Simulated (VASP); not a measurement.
# Ga3BSb2 (P3m1) in VASP: single point with PBE

Aim: the single point of Ga3BSb2 with PBE.

Program: VASP 6.6.1. These are calculated values, not measurements. Logs are shortened: lines on timing, memory, paths and dates and some standing lists are left out, and cuts for length are marked.

## Step 1: Starting point

The structure is trigonal, space group P3m1 (No. 156). The conventional cell has a = 3.534 Å, b = 3.534 Å, c = 11.313 Å, α = 90.00°, β = 90.00°, γ = 120.00°. Ga (site symmetry 3m) is surrounded by 3 B at 2.38 Å. Ga (site symmetry 3m) is surrounded by 3 Ga at 2.81 Å and 3 Sb at 2.96 Å. Around Ga (site symmetry 3m) lie 3 Ga at 2.81 Å and 3 Sb at 3.19 Å. B (site symmetry 3m) is surrounded by 3 Ga at 2.38 Å and 3 Sb at 2.38 Å. Sb (site symmetry 3m) is surrounded by 3 B at 2.38 Å. Sb (site symmetry 3m) has 6 Ga at 2.96 to 3.11 Å as nearest neighbours.

The cell was built by a generator and needn't be a form met in nature.

## Step 2: Single point, PBE

INCAR reads:

```
SYSTEM = Ga3BSb2
PREC = Normal
ENCUT = 520
EDIFF = 1E-5
ISMEAR = 0
SIGMA = 0.15
LREAL = Auto
LASPH = .TRUE.
NELM = 80
ALGO = Fast
ISIF = 2
LWAVE = .FALSE.
LCHARG = .FALSE.
GGA = PE
NBANDS = 64
```

KPOINTS reads:

```
regular mesh
0
G
  7 7 2
  0 0 0
```

POSCAR reads:

```
Ga3BSb2
1.0
    7.0682000000      0.0000000000      0.0000000000
   -1.7670500000      3.0606200000      0.0000000000
    0.0000000000      0.0000000000     11.3127100000
Ga B Sb
6 2 4
Direct
    0.3333335000      0.3333330000      0.0260960000
    0.8333335000      0.3333330000      0.0260960000
    0.3333335000      0.3333330000      0.4219480000
    0.8333335000      0.3333330000      0.4219480000
    0.0000000000      0.0000000000      0.5923270000
    0.5000000000      0.0000000000      0.5923270000
    0.0000000000      0.0000000000      0.9176190000
    0.5000000000      0.0000000000      0.9176190000
    0.1666665000      0.6666670000      0.8090170000
    0.6666665000      0.6666670000      0.8090170000
    0.1666665000      0.6666670000      0.2329940000
    0.6666665000      0.6666670000      0.2329940000
```

Potentials or basis: VASP PAW PBE potentials, release 64 (Ga_d, B, Sb).

On the command line:

```sh
> cat potpaw_PBE.64/Ga_d/POTCAR potpaw_PBE.64/B/POTCAR potpaw_PBE.64/Sb/POTCAR > POTCAR
> mpirun -np 1 vasp_std > vasp.out
```

OUTCAR:

```text
SYSTEM = Ga3BSb2
   PREC = Normal
   ENCUT = 520
   EDIFF = 1E-5
   ISMEAR = 0
   LREAL = Auto
   LASPH = .TRUE.
   NELM = 80
   ISIF = 2
   GGA = PE

 ion  position               nearest neighbor table
   1  0.333  0.333  0.026-   8 2.38   8 2.38   7 2.38  11 3.11  12 3.11  11 3.11   9 3.19  10 3.19
                             9 3.19
   2  0.833  0.333  0.026-   7 2.38   7 2.38   8 2.38  12 3.11  11 3.11  12 3.11  10 3.19   9 3.19
                            10 3.19
   3  0.333  0.333  0.422-   6 2.81   6 2.81   5 2.81  11 2.96  12 2.96  11 2.96
   4  0.833  0.333  0.422-   5 2.81   5 2.81   6 2.81  12 2.96  11 2.96  12 2.96
   5  0.000  0.000  0.592-   4 2.81   4 2.81   3 2.81   9 3.19   9 3.19  10 3.19
   6  0.500  0.000  0.592-   3 2.81   3 2.81   4 2.81  10 3.19  10 3.19   9 3.19
   7  0.000  0.000  0.918-   2 2.38   2 2.38   1 2.38   9 2.38   9 2.38  10 2.38
   8  0.500  0.000  0.918-   1 2.38   1 2.38   2 2.38  10 2.38  10 2.38   9 2.38
   9  0.167  0.667  0.809-   7 2.38   7 2.38   8 2.38   5 3.19   5 3.19   6 3.19   1 3.19   2 3.19
                             1 3.19  10 3.53  10 3.53  10 3.53  10 3.53
  10  0.667  0.667  0.809-   8 2.38   8 2.38   7 2.38   6 3.19   6 3.19   5 3.19   2 3.19   1 3.19
                             2 3.19   9 3.53   9 3.53   9 3.53   9 3.53
  11  0.167  0.667  0.233-   3 2.96   4 2.96   3 2.96   1 3.11   2 3.11   1 3.11  12 3.53  12 3.53
                            12 3.53  12 3.53
  12  0.667  0.667  0.233-   4 2.96   3 2.96   4 2.96   2 3.11   1 3.11   2 3.11  11 3.53  11 3.53
                            11 3.53  11 3.53

  Warning from LATTYP: Monoclinic adjustment (A1->A3, A2->A1, A3->A2)!
  LATTYP: Found a simple orthorhombic cell.
 ALAT       =     3.5340996713
 B/A-ratio  =     1.7320509150
 C/A-ratio  =     3.2010161150

  Lattice vectors:

 A1 = (   1.7670500000,  -3.0606200000,   0.0000000000)
 A2 = (   5.3011500000,   3.0606200000,   0.0000000000)
 A3 = (   0.0000000000,   0.0000000000,  11.3127100000)

Analysis of symmetry for initial positions (statically):
=====================================================================
 Subroutine PRICEL returns following result:

  LATTYP: Found a hexagonal cell.
 ALAT       =     3.5341000000
 C/A-ratio  =     3.2010158173

  Lattice vectors:

 A1 = (   3.5341000000,   0.0000000000,   0.0000000000)
 A2 = (  -1.7670500000,   3.0606200000,   0.0000000000)
 A3 = (   0.0000000000,   0.0000000000,  11.3127100000)

   2 primitive cells build up your supercell.

 Routine SETGRP: Setting up the symmetry group for a
 simple orthorhombic supercell.

 Subroutine GETGRP returns: Found  2 space group operations
 (whereof  2 operations were pure point group operations)
[... 150 lines left out ...]
   ISMEAR =     0;   SIGMA  =   0.15  broadening in eV -4-tet -1-fermi 0-gaus
   EFERMI_NEDOS =   21; number of points for ismear=-14 and -15
   IALGO  =     68    algorithm
   IMIX   =      4    mixing-type and parameters
     AMIX     =   0.40;   BMIX     =  1.00
     AMIX_MAG =   1.60;   BMIX_MAG =  1.00
  volume/ion in A,a.u.               =      20.39       137.63
  Fermi-wavevector in a.u.,A,eV,Ry     =   1.230810  2.325893 20.611371  1.514893
  Thomas-Fermi vector in A             =   2.365644
   LORBIT       =      0    0 simple, 1 ext, 2 COOP (PROOUT), +10 PAW based schemes
   GGA     = PE    functional components
   LHFCALC =     F    Hartree Fock is set to
   AEXX    =    0.0000 exact exchange contribution
   IVDW    =     0    specifies the selected vdW correction
   LEPSILON=     F    determine dielectric tensor
   LRPA    =     F    only Hartree local field effects (RPA)
 non-spin polarized calculation
 RMM-DIIS sequential band-by-band and
 Gauss-broadening in eV      SIGMA  =   0.15
  energy-cutoff  :      520.00
  volume of cell :      244.73
 maximum number of plane-waves:      6630
   NGX = 27   NGY = 13   NGZ = 43

 number of electron     103.9999975 magnetization

 Free energy of the ion-electron system (eV)
  ---------------------------------------------------
  ext. energy  EPLUGINS =         0.00000000
  ---------------------------------------------------
  free energy    TOTEN  =       -43.48853469 eV

  energy without entropy =      -43.44074461  energy(sigma->0) =      -43.46463965

 E-fermi :   6.5379     XC(G=0): -10.4767

 val. band max:        6.5146990729   @ k =  -0.4286   0.4286   0.5000
 cond. band min:       6.5403557136   @ k =   0.2857   0.4286   0.0000
 fundamental gap:      0.0256566406
 Fermi energy:         6.5378745166

 k-point     1 :       0.0000    0.0000    0.0000
  band No.  band energies     occupation
      1      -8.4495      2.00000
      2      -8.4485      2.00000
      3      -8.4425      2.00000
      4      -8.4379      2.00000
      5      -8.4124      2.00000
      6      -8.4061      2.00000
[... 1597 lines left out ...]
     63      10.7849      0.00000
     64      11.2086      0.00000

 [... further k-points ...]

------------------------ aborting loop because EDIFF is reached ----------------------------------------

  FORCE on cell =-STRESS in cart. coord.  units (eV):
  Direction    XX          YY          ZZ          XY          YZ          ZX
  --------------------------------------------------------------------------------------
  -------------------------------------------------------------------------------------
  Total        0.2498186      0.1440118      0.8805874      0.0916313     -0.1549487     -0.2683792
  in kB        1.6354995      0.9428088      5.7649849      0.5998874     -1.0144105     -1.7570110
  external PRESSURE =       2.7810977 kB  Pullay stress =       0.0000000 kB

 VOLUME and BASIS-vectors are now :
 -----------------------------------------------------------------------------
  energy-cutoff  :      520.00
  volume of cell :      244.73
      direct lattice vectors                 reciprocal lattice vectors
     7.068200000  0.000000000  0.000000000     0.141478736  0.081682796  0.000000000
    -1.767050000  3.060620000  0.000000000     0.000000000  0.326731185  0.000000000
     0.000000000  0.000000000 11.312710000     0.000000000  0.000000000  0.088396149

 POSITION                                       TOTAL-FORCE (eV/Angst)
 -----------------------------------------------------------------------------------
      1.76705      1.02021      0.29522        -0.017565     -0.010141     -0.045025
      5.30115      1.02021      0.29522        -0.017565     -0.010141     -0.045025
      1.76705      1.02021      4.77338        -0.001213     -0.000700      0.041072
      5.30115      1.02021      4.77338        -0.001213     -0.000700      0.041072
      0.00000      0.00000      6.70082        -0.020770     -0.011992     -0.040994
      3.53410      0.00000      6.70082        -0.020770     -0.011992     -0.040994
      0.00000      0.00000     10.38076         0.013433      0.007756      0.043314
      3.53410      0.00000     10.38076         0.013433      0.007756      0.043314
     -0.00000      2.04041      9.15217         0.018988      0.010963      0.004102
      3.53410      2.04041      9.15217         0.018988      0.010963      0.004102
     -0.00000      2.04041      2.63579         0.007127      0.004115     -0.002470
      3.53410      2.04041      2.63579         0.007127      0.004115     -0.002470
 -----------------------------------------------------------------------------------
    total drift:                               -0.000293      0.001542     -0.090332

  FREE ENERGIE OF THE ION-ELECTRON SYSTEM (eV)
  ---------------------------------------------------
  free  energy   TOTEN  =       -43.4885346856 eV

  energy  without entropy=      -43.4407446093  energy(sigma->0) =      -43.46463965
```

stdout:

```text
POSCAR found type information on POSCAR GaB Sb
 POSCAR found :  3 types and      12 ions
 scaLAPACK will be used
 LDA part: xc-table for (Slater+PW92), standard interpolation
 POSCAR, INCAR and KPOINTS ok, starting setup
 FFT: planning ... GRIDC
 FFT: planning ... GRID_SOFT
 FFT: planning ... GRID
 WAVECAR not read
 entering main loop
```

Wall time 4.2 min (1 thread of AMD EPYC 7R43 (Zen 3), shared host); peak memory 0.39 GiB.

What came out:

* Free energy: -43.4885 eV
* Pressure: 0.3 GPa
* Largest force: 0.049 eV/Å
* Band gap on the k mesh: none (metal or under the smearing width)

Forces in eV/Å, atoms in the order of the input:
```
Ga  -0.018 -0.010 -0.045
Ga  -0.018 -0.010 -0.045
Ga  -0.001 -0.001  0.041
Ga  -0.001 -0.001  0.041
Ga  -0.021 -0.012 -0.041
Ga  -0.021 -0.012 -0.041
B    0.013  0.008  0.043
B    0.013  0.008  0.043
Sb   0.019  0.011  0.004
Sb   0.019  0.011  0.004
Sb   0.007  0.004 -0.002
Sb   0.007  0.004 -0.002
```

Stress tensor (GPa, compression positive):
```
 0.16  0.06 -0.18
 0.06  0.09 -0.10
-0.18 -0.10  0.58
```
